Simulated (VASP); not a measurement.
# Bi₂Te₃ (tetradymite): computed properties

Level of theory: PBEsol GGA, VASP's PBE PAW potentials (set 64) (plane waves; VASP).

```yaml
space_group: R-3m (166)
cell: a = b = 4.381 Å, c = 30.327 Å, α = β = 90.00°, γ = 120.00°
volume_per_atom: 33.61 Å^3/atom
band gap (over mesh and band path): 0.21 eV
smallest direct gap (over mesh and band path): 0.21 eV
band_edge_character: direct, Γ to Γ
density: 7.91 g/cm³
```

```yaml
crystal:
  lattice:
    - [10.18772, -2.19064, -0.00708]
    - [10.18772, 2.19064, -0.00708]
    - [9.71929, 0.00000, 3.75819]
  atoms:
    - { symbol: Bi, position: [0.39968, 0.39968, 0.39968] }
    - { symbol: Bi, position: [0.60032, 0.60032, 0.60032] }
    - { symbol: Te, position: [0.00000, 0.00000, 0.00000] }
    - { symbol: Te, position: [0.20995, 0.20995, 0.20995] }
    - { symbol: Te, position: [0.79005, 0.79005, 0.79005] }
```

Measured: a 4.386 Å (computed value off by -0.1 %), c 30.497 Å (computed value off by -0.6 %), as given by Xin Luo et al., Physical Review B (2012), arXiv:1308.1523. The calculation is for a static lattice, while the measured a, c hold thermal and zero-point effects, which are part of the difference. Without a dispersion term in the relaxation, distances and binding between the weakly bound layers, chains or molecules are unreliable, and so is what depends on them. Unless said otherwise, spin-orbit coupling is left out, though it shifts the bands of the heavy elements here.

The compound is Bi2Te3 in the tetradymite structure. It was relaxed first. Symmetry was kept, so distortions that lower it aren't found.
